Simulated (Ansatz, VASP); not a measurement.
## SiO2 in two plane-wave programs

Aim: how closely do two programs agree when they are given the same cell, functional and k mesh? The cell is taken from a series of runs on this material, whose earlier steps may have relaxed, scaled, displaced or heated it; both programs get it as it stands.

Method: plane waves, with VASP 6.6.1 beside it; zone-centre phonons at LDA, in Ansatz 0.2.0.

### Step 1. The starting structure

It takes space group P3_221 (No. 154, trigonal). The conventional cell has a = 4.867 Å, b = 4.867 Å, c = 5.366 Å, α = 90.00°, β = 90.00°, γ = 120.00°. Si has 4 O at 1.61 Å nearest. Nearest to O lie 2 Si at 1.61 Å. Farther neighbours and most contacts between anions are not listed.

Coordinates:

```cif
data_structure
_symmetry_space_group_name_H-M 'P 1'
_symmetry_Int_Tables_number 1
_cell_length_a 4.8667
_cell_length_b 4.8667
_cell_length_c 5.3659
_cell_angle_alpha 90.000
_cell_angle_beta 90.000
_cell_angle_gamma 120.000
_cell_volume 110.06
loop_
_atom_site_label
_atom_site_type_symbol
_atom_site_fract_x
_atom_site_fract_y
_atom_site_fract_z
_atom_site_occupancy
Si1 Si 0.46471 0.00000 0.66667 1
Si2 Si 0.00000 0.46471 0.33333 1
Si3 Si 0.53529 0.53529 0.00000 1
O4 O 0.41111 0.27621 0.77872 1
O5 O 0.72379 0.13490 0.44539 1
O6 O 0.86510 0.58889 0.11205 1
O7 O 0.27621 0.41111 0.22128 1
O8 O 0.13490 0.72379 0.55461 1
O9 O 0.58889 0.86510 0.88795 1
```

### Step 2. Ansatz: zone-centre phonons, LDA

Ansatz runs on its PAW soft_1 files.

Second derivatives magnify differences that forces hide, and they need a tight electronic threshold.

input.yaml

```yaml
crystal:
  lattice:
    - [4.8666731703, 0.0, 0.0]
    - [-2.4333365852, 4.2146625974, 0.0]
    - [0.0, 0.0, 5.3659094948]
  atoms:
    - { symbol: Si, position: [0.4647097223, 0.0, 0.6666666667] }
    - { symbol: Si, position: [0.0, 0.4647097223, 0.3333333333] }
    - { symbol: Si, position: [0.5352902777, 0.5352902777, 0.0] }
    - { symbol: O, position: [0.4111068544, 0.2762082004, 0.7787192417] }
    - { symbol: O, position: [0.7237917996, 0.134898654, 0.4453859083] }
    - { symbol: O, position: [0.865101346, 0.5888931456, 0.112052575] }
    - { symbol: O, position: [0.2762082004, 0.4111068544, 0.2212807583] }
    - { symbol: O, position: [0.134898654, 0.7237917996, 0.5546140917] }
    - { symbol: O, position: [0.5888931456, 0.865101346, 0.887947425] }
kpoints:
  mp_grid: { grid: [6, 6, 4] }
hamiltonian:
  xc: lda
  pseudopotentials: { kind: paw, azcp: { folder: soft_1 }, xc_functional: pbe }
scf:
  occupations: { method: fixed }
output:
  eigenvalues: true
phonons:
  method: dfpt
  dielectric: true
  rigid_motions: translations
```

On the command line:

```bash
$ ansatz run input.yaml --threads 4 --pin off --max-ram 8192MiB --backend cpu --events-out ev --progress --plain --runs-dir out
```

Numbers of over 12 decimals in the logs are rounded to 6 here.

Log:

```text
Engine: ansatz 0.2.0, x86_64-unknown-linux-gnu
Pseudopotentials: kind: paw
Pseudopotential: Si, paw, valence charge 4, recommended cutoff 420 eV (normal), soft_1/Si.paw.azcp
Pseudopotential: O, paw, valence charge 6, recommended cutoff 420 eV (normal), soft_1/O.paw.azcp
Functional definition: SPW92
  exchange = slater_x
  correlation = pw_c
Crystal: 9 atoms, lattice volume = 110.062 Å³
Basis set: ecut = 420 eV, 2135 PW (Γ), exchange–correlation on 72×72×72 points (8 copies of the dense FFT grid, shifted against one another)
Bands: 33, of which v1, the nominal top of the filled ones, is band 24 counted from 1 (23 counted from 0)
Symmetry: 6 space group operations
k-points: 76 of 144 (irreducible under 1 space group operation, time reversal used)
Non-local potential: Si, projectors of the file, l = 0: 2, l = 1: 2, l = 2: 1
Non-local potential: O, projectors of the file, l = 0: 2, l = 1: 2, l = 2: 1
PAW form: soft (Blöchl's): semilocal exchange-correlation on the pseudo side does not see the compensation charge
PAW frozen core: Si, regenerated for the run's functional, and the local potential with it (the file was generated under x = pbe(κ = 0.804, μ = 0.219515), c = pbe(β = 0.066725))
PAW frozen core: O, regenerated for the run's functional, and the local potential with it (the file was generated under x = pbe(κ = 0.804, μ = 0.219515), c = pbe(β = 0.066725))
PAW one-centre angular grid: Si, 110 points (default); XC on 64 Gauss nodes
PAW one-centre angular grid: O, 110 points (default); XC on 64 Gauss nodes
Initial density: superposition of atomic densities (chi_scale 0.1, normalization cell, long waves kept (reshape's long-wave potential 0.01 eV rms))
Initial wavefunctions: pseudopotential atomic-orbital guess
Functional: x = slater, c = lda
SCF iter   1: F=—  HF=-5172.895998 eV  |F-HF|=—  |Δ(HF+E_count)|=         —  Δρ=1.27e-1  dr2=1.57e1  ethr=3.10e-3  ⟨swp⟩=5.0  Hψ=10827  notcnv=0  defer=457
preconditioner: auto → Resta (q_TF=auto, 2.376 Å⁻¹)  ε∞=2.8  [insulator: Δε(μ)=7.266 eV  Ē_g=18.031 eV  n_scr=22 (ndim 8)  ℏωp=24.5 eV  f_vac=0.001  ε∞_Penn≈2.8]
SCF iter   2: F=—  HF=-5168.440514 eV  |F-HF|=—  |Δ(HF+E_count)|=    4.46e0  Δρ=4.34e-2  dr2=8.57e-1  ethr=3.10e-3  ⟨swp⟩=3.0  Hψ=5689  notcnv=0  defer=458
SCF iter   3: F=—  HF=-5168.254918 eV  |F-HF|=—  |Δ(HF+E_count)|=   1.86e-1  Δρ=2.06e-2  dr2=2.63e-1  ethr=1.78e-3  ⟨swp⟩=2.0  Hψ=2466  notcnv=0  defer=512
SCF iter   4: F=—  HF=-5168.195195 eV  |F-HF|=—  |Δ(HF+E_count)|=   5.97e-2  Δρ=1.44e-3  dr2=1.56e-3  ethr=5.47e-4  ⟨swp⟩=3.0  Hψ=4222  notcnv=0  defer=525
SCF iter   5: F=—  HF=-5168.196120 eV  |F-HF|=—  |Δ(HF+E_count)|=   9.25e-4  Δρ=2.29e-4  dr2=1.05e-4  ethr=3.24e-6  ⟨swp⟩=2.0  Hψ=3800  notcnv=0  defer=530
SCF iter   6: F=—  HF=-5168.196144 eV  |F-HF|=—  |Δ(HF+E_count)|=   2.43e-5  Δρ=6.81e-5  dr2=7.81e-6  ethr=2.18e-7  ⟨swp⟩=2.5  Hψ=4058  notcnv=0  defer=524
SCF iter   7: F=—  HF=-5168.196145 eV  |F-HF|=—  |Δ(HF+E_count)|=   9.20e-7  Δρ=9.10e-6  dr2=1.18e-7  ethr=1.63e-8  ⟨swp⟩=2.3  Hψ=3958  notcnv=0  defer=340
SCF iter   8: F=—  HF=-5168.196146 eV  |F-HF|=—  |Δ(HF+E_count)|=   2.56e-7  Δρ=1.55e-6  dr2=2.52e-9  ethr=2.45e-10  ⟨swp⟩=2.0  Hψ=4098  notcnv=0  defer=210
SCF iter   9: F=-5168.196146 eV  HF=-5168.196146 eV  |F-HF|=4.55e-12  |Δ(HF+E_count)|=   1.09e-9  Δρ=2.22e-7  dr2=5.09e-11  ethr=1.00e-12  ⟨swp⟩=17.1  Hψ=21365  notcnv=0
SCF 1 converged in 9 iterations: F = -5168.196146 eV  dr2 = 5.09e-11
  greatest PAW one-centre occupation: 0.856 electrons in one spin orbital (limit 2), on the O atom at site 6 (counted from 0), in its partial waves of l = 0
DFPT response loops at Γ: preconditioner auto → none (the input reference at scf.mixing.eps_inf says where Resta's filter doesn't serve); β = 0.50; Broyden in place of MSR1
SCF converged after 9 iterations
Free energy (F): -5168.196146 eV
Harris-Foulkes:  -5168.196146 eV  (|F-HF|=4.55e-12)
Internal energy: -5168.196146 eV  (E = F + TS)
E sigma→0 (E₀):  -5168.196146 eV
Fermi energy:    2.434155 eV
--- Per-component energies (eV) ---
  E_band       = -207.304183
  E_kinetic    = 1161.238866
  E_local      = -2859.381745  (includes V_loc(G=0)·N_el)
  E_nonlocal   = 396.993395
  E_hartree    = 1033.985926
  E_xc         = -593.378598
  E_vxc        = -691.374047  (∫ρ·V_xc dr)
  E_paw        = -2373.626799  (= ΣΔE_a)
  E_vpaw       = -282.757625  (= ΣTr[D̂ρ^β])
  E_aug_tail   = 0.005139  (compensation charges beyond the density's cutoff)
  E_ewald      = -1934.866851
  E_core_change = 0.834521  (= ΣΔE_core)
  E_smearing   = -0.000000  (= −TS)
  E_closure    = -0.000000  (closes the sum)
  Σ components = -5168.196146   (vs F -5168.196146, Δ=0.00e0)
--- Band table (eV; the first three rows and the last of 76) ---
  k-point 0: bands = [... 20 lower, 1.3831, 1.5823, 2.1424, 2.1424, 8.2603, 11.4941, 11.4941, 12.1476, ... 5 higher]
  k-point 1: bands = [... 20 lower, 1.2937, 1.7579, 2.2384, 2.3201, 8.8747, 11.3378, 11.4672, 11.5416, ... 5 higher]
  k-point 2: bands = [... 20 lower, 1.1535, 2.1392, 2.1392, 2.3625, 10.2413, 10.2413, 11.2397, 11.9199, ... 5 higher]
  k-point 75: bands = [... 20 lower, 1.5264, 1.5337, 1.8404, 2.2685, 11.2626, 11.7137, 11.8520, 12.0283, ... 5 higher]
--- Phonons (Γ-DFPT): 6 representative perturbations + reference, on 76 of 144 k-points (Σ response iterations 23) ---
  k mesh reduced under 1 symmetry operation, with k and −k counted as one. Each operation leaves every solved perturbation unchanged. A smaller set is not considered because the run solves the response to a homogeneous field
  ASR residual: 9.348e-5 → 0.000e0 eV/Å²; symmetrization residual: 2.158e-6 eV/Å²
  ASR residual per site (eV/Å²): 5.00e-5 4.84e-5 4.84e-5 9.35e-5 8.00e-5 9.33e-5 9.33e-5 9.35e-5 8.00e-5
  Γ frequencies (cm⁻¹): 0.00 0.00 0.00 128.18 128.18 224.52 255.31 255.31 336.45 340.17 373.86 373.86 434.05 434.05 457.11 482.18 693.95 693.95 770.72 795.77 795.77 1064.17 1064.17 1074.41 1080.03 1147.72 1147.72
  ε∞ (high-frequency dielectric tensor):
        2.525352     0.000000     0.000000
        0.000000     2.525352     0.000000
        0.000000     0.000000     2.559202
  ε⁰ (static dielectric tensor: ions relaxed, cell fixed):
        4.683145     0.000000     0.000000
        0.000000     4.683145    -0.000000
        0.000000    -0.000000     4.892980
  ε⁰ − ε∞ (ionic part):
        2.157793     0.000000     0.000000
        0.000000     2.157793    -0.000000
        0.000000    -0.000000     2.333779
  softest optical mode at Γ: 128.18 cm⁻¹; the repairs (sum rule, projections) moved no ω² at Γ by more than (1.76 cm⁻¹)²
  Born effective charges Z* (e; rows j = field, columns β = displacement):
    site 0:
         3.00893   -0.00000    0.00000
        -0.00000    3.64765   -0.32014
        -0.00000    0.27715    3.45419
    site 1:
         3.48797    0.27657    0.27725
         0.27657    3.16861    0.16007
        -0.24002   -0.13858    3.45419
    site 2:
         3.48797   -0.27657   -0.27725
        -0.27657    3.16861    0.16007
         0.24002   -0.13858    3.45419
    site 3:
        -1.31521    0.50626    0.31605
         0.45097   -2.01308   -0.70195
         0.24924   -0.74508   -1.72709
    site 4:
        -1.42412   -0.51385    0.44988
        -0.56914   -1.90417    0.62468
         0.52064    0.58838   -1.72709
    site 5:
[...]
site 6:
[...]
site 7:
[...]
site 8:
[...]
Z* charge neutrality: 8.973e-6 e pre-enforcement
  k-mesh period / interband length: 21.5 Å / 0.98 Å = 21.89 at k = (0.0000, 0.0000, 0.0000), direct gap 6.118 eV — 14 or more, which is no proof of convergence
  optical modes at Γ without the LO–TO term, one row a degenerate level:
      ω (cm⁻¹)  modes    IR ((D/Å)²/amu)
[...]
optical modes at Γ + LO–TO along q̂ = [1.0000, 0.0000, 0.0000]:
      ω (cm⁻¹)  modes    IR ((D/Å)²/amu)
[...]
optical modes at Γ + LO–TO along q̂ = [0.0000, 1.0000, 0.0000]:
      ω (cm⁻¹)  modes    IR ((D/Å)²/amu)
[...]
optical modes at Γ + LO–TO along q̂ = [0.0000, 0.0000, 1.0000]:
      ω (cm⁻¹)  modes    IR ((D/Å)²/amu)
[...]
530.04      1             4.6141
        693.95      2             1.7202
        788.57      1             2.5725
        795.77      2             6.9886
       1064.17      2            81.7988
       1080.03      1             0.0000
       1147.72      2             1.7897
       1233.29      1            52.5050
```

[end of part 1 of 3]

[Lines on the potential files, build, host, timing and source positions are cut from VASP's logs without a mark.]

[Logs are printed without paths, hosts, clocks, repeated set-up lines and the standing remarks that a program may print on its own settings, such as how far it seeks lower states.]

[Hosts, paths, dates, database ids (printed as entryN), source tags and the programs' standing remarks are cut or masked in the printed files.]
